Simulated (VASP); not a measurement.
All values below come from RPBE GGA, VASP's PBE PAW potentials (set 64) (plane waves; VASP).

VASP ran on this input.

### INCAR
```
SYSTEM = KMgF3
PREC = Accurate; ENCUT = 520; LREAL = F
LASPH = T
EDIFF = 1E-7; NELM = 100; ALGO = Normal
ISMEAR = 0; SIGMA = 0.05
GGA = RP
ISIF = 2
LWAVE = F; LCHARG = F
```

### POSCAR
```
KMgF3
1
    4.0835274953     0.0000000000     0.0000000000
    0.0000000000     4.0835274953     0.0000000000
    0.0000000000     0.0000000000     4.0835274953
K Mg F
1 1 3
Direct
  0.0000000000   0.0000000000   0.0000000000
  0.5000000000   0.5000000000   0.5000000000
  0.5000000000   0.0000000000   0.5000000000
  0.0000000000   0.5000000000   0.5000000000
  0.5000000000   0.5000000000   0.0000000000
```

KPOINTS:
```
Automatic mesh
0
Gamma
6 6 6
0 0 0
```

POTCAR, in this order: K_sv Mg F (PBE.64 set). Program: vasp_std.

### Question
What will the output report for the number of irreducible k-points (NKPTS), largest plane-wave count, number of space-group operations, FFT grid (NGX, NGY, NGZ)?

### Answer

```json
{
  "number of irreducible k-points (NKPTS)": "20",
  "largest_plane_wave_count": "1856",
  "number_of_space_group_operations": "48",
  "FFT grid (NGX, NGY, NGZ)": "30 × 30 × 30"
}
```

The compound is KMgF3 in the cubic perovskite structure. This cell is one point of a volume scan, at 0.97 of the reference volume.
